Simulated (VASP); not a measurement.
Method: AM05 GGA, VASP's PBE PAW potentials (set 64) (plane waves; VASP 6.6.1).

VASP ran on this input.

**INCAR**
```
# general
SYSTEM  = InP
PREC    = Accurate
ENCUT   = 520
LREAL   = .False.
LASPH   = .True.
ICHARG  = 11

# electronic loop
EDIFF   = 1E-7
NELM    = 100
ALGO    = Normal
LMAXMIX = 4

# smearing
ISMEAR  = 0
SIGMA   = 0.05

# functional
GGA     = AM

# output
LWAVE   = .False.
LCHARG  = .False.
LORBIT  = 11
```

POSCAR:
```
InP
1
   -0.0000000000     2.9434968993     2.9434968993
    2.9434968993     0.0000000000     2.9434968993
    2.9434968993     2.9434968993     0.0000000000
In P
1 1
Direct
  0.0000000000   0.0000000000   0.0000000000
  0.2500000000   0.2500000000   0.2500000000
```

**KPOINTS**
```
k-points along high-symmetry lines
15
Line-mode
Reciprocal
  0.000000   0.000000   0.000000 ! GAMMA
 -0.500000  -0.500000   0.000000 ! X

 -0.500000  -0.500000   0.000000 ! X
 -0.375000  -0.375000   0.250000 ! U

 -0.375000  -0.000000   0.375000 ! K
  0.000000   0.000000   0.000000 ! GAMMA

  0.000000   0.000000   0.000000 ! GAMMA
 -0.000000  -0.000000   0.500000 ! L

 -0.000000  -0.000000   0.500000 ! L
 -0.500000  -0.250000   0.250000 ! W

 -0.500000  -0.250000   0.250000 ! W
 -0.500000  -0.500000   0.000000 ! X
```

POTCAR, in this order: In_d P (PBE.64 set). Program: vasp_std. Read from the step before: CHGCAR.

Output

OSZICAR:
```
       N       E                     dE             d eps       ncg     rms          rms(c)
DAV:   1     0.112586209877E+03    0.11259E+03   -0.86453E+03  2348   0.155E+03
DAV:   2     0.686832432016E+00   -0.11190E+03   -0.10841E+03  2445   0.330E+02
DAV:   3    -0.720396202371E+01   -0.78908E+01   -0.77138E+01  3043   0.901E+01
DAV:   4    -0.742804243135E+01   -0.22408E+00   -0.22384E+00  2861   0.164E+01
DAV:   5    -0.743805007875E+01   -0.10008E-01   -0.10007E-01  3509   0.301E+00
DAV:   6    -0.743823123008E+01   -0.18115E-03   -0.18115E-03  2931   0.375E-01
DAV:   7    -0.743823791624E+01   -0.66862E-05   -0.66861E-05  3529   0.705E-02
DAV:   8    -0.743823800221E+01   -0.85969E-07   -0.85937E-07  2851   0.808E-03
   1 F= -.74382380E+01 E0= -.74382380E+01  d E =-.294713E-16
```

**OUTCAR**
```
 val. band max:        5.0055688120   @ k =   0.0000   0.0000   0.0000

 cond. band min:       5.6381850161   @ k =   0.0000   0.0000   0.0000



 k-point     1 :       0.0000    0.0000    0.0000
  band No.  band energies     occupation
      1      -9.1363      2.00000
      2      -9.1363      2.00000
      3      -9.1363      2.00000
      4      -8.9908      2.00000
      5      -8.9908      2.00000
      6      -6.4180      2.00000
      7       5.0056      2.00000
      8       5.0056      2.00000
      9       5.0056      2.00000
     10       5.6382      0.00000
     11       9.0465      0.00000
     12       9.0465      0.00000
     13       9.0465      0.00000

 k-point     2 :      -0.0357   -0.0357    0.0000
  band No.  band energies     occupation
      1      -9.1391      2.00000
      2      -9.1351      2.00000
      3      -9.1351      2.00000
      4      -8.9913      2.00000
      5      -8.9904      2.00000
      6      -6.3986      2.00000
      7       4.7034      2.00000
      8       4.9556      2.00000
      9       4.9556      2.00000
     10       5.9377      0.00000
     11       8.9812      0.00000
     12       9.1139      0.00000
     13       9.1139      0.00000

 k-point     3 :      -0.0714   -0.0714    0.0000
  band No.  band energies     occupation
      1      -9.1472      2.00000
      2      -9.1315      2.00000
      3      -9.1315      2.00000
      4      -8.9927      2.00000
      5      -8.9891      2.00000
      6      -6.3407      2.00000
      7       4.2141      2.00000
      8       4.8164      2.00000
      9       4.8164      2.00000
     10       6.4158      0.00000
     11       8.8043      0.00000
     12       9.3057      0.00000
     13       9.3057      0.00000

 k-point     4 :      -0.1071   -0.1071    0.0000
  band No.  band energies     occupation
      1      -9.1598      2.00000
      2      -9.1257      2.00000
      3      -9.1257      2.00000
      4      -8.9951      2.00000
...
```

The density is held fixed in this step, so its total energy and stress have no physical meaning. Unless said otherwise, spin-orbit coupling is left out, though it shifts the bands of the heavy elements here.

The compound is InP in the zinc blende structure. It was relaxed first.
